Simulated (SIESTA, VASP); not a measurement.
An input for SIESTA (GGA PBE, numerical atomic orbitals TZP, PseudoDojo PBE standard norm-conserving potentials (rewritten from UPF to PSML)):

```
# files in the folder: Hg.psml S.psml (PseudoDojo PBE standard)
SystemName  HgS
SystemLabel siesta

NumberOfAtoms                2
NumberOfSpecies              2
%block ChemicalSpeciesLabel
  1 80 Hg
  2 16 S
%endblock ChemicalSpeciesLabel
LatticeConstant              1.0 Bohr
%block LatticeVectors
     0.000000000    5.527448915    5.527448915
     5.527448915    0.000000000    5.527448915
     5.527448915    5.527448915    0.000000000
%endblock LatticeVectors
AtomicCoordinatesFormat      Bohr
%block AtomicCoordinatesAndAtomicSpecies
     0.000000000    0.000000000    0.000000000  1
     2.763724457    2.763724457    2.763724457  2
%endblock AtomicCoordinatesAndAtomicSpecies

XC.functional                GGA
XC.authors                   PBE
PAO.BasisSize                TZP
PAO.EnergyShift              0.005 Ry
MeshCutoff                   300 Ry
%block kgrid.MonkhorstPack
    2   0   0  0.0
    0   2   0  0.0
    0   0   2  0.0
%endblock kgrid.MonkhorstPack
OccupationFunction           FD
ElectronicTemperature        0.01 eV

MaxSCFIterations             150
SCF.Mixer.Method             Pulay
SCF.Mixer.Weight             0.25
SCF.Mixer.History            8
SCF.DM.Tolerance             1.0E-05
Diag.ParallelOverK           true
WriteForces                  true
Charge.Mulliken              end
```

Write the VASP files for the same calculation.

One set of files that does it:

### KPOINTS
```
Automatic
0
G
 2 2 2
```

INCAR:
```
ALGO=Normal
EDIFF=1E-6
ENCUT=300
GGA=PE
ISIF=2
ISMEAR=-1
LASPH=.TRUE.
LCHARG=.FALSE.
LMAXMIX=6
LREAL=.FALSE.
LWAVE=.FALSE.
NELM=100
PREC=Accurate
SIGMA=0.01
SYSTEM=HgS
```

POSCAR:
```
HgS
1.0
  0.0000000000   2.9250000000   2.9250000000
  2.9250000000   0.0000000000   2.9250000000
  2.9250000000   2.9250000000   0.0000000000
Hg S
1 1
direct
  0.0000000000   0.0000000000   0.0000000000
  0.2500000000   0.2500000000   0.2500000000
```

POTCAR, in this order: Hg S (PBE.64 set). Program: vasp_std.

The two runs describe the same crystal, functional and task. Each code takes its own potentials, basis and convergence tests.

The structure is a typed HgS crystal (F-43m). The cell was not relaxed at this level, and it may have been scaled.
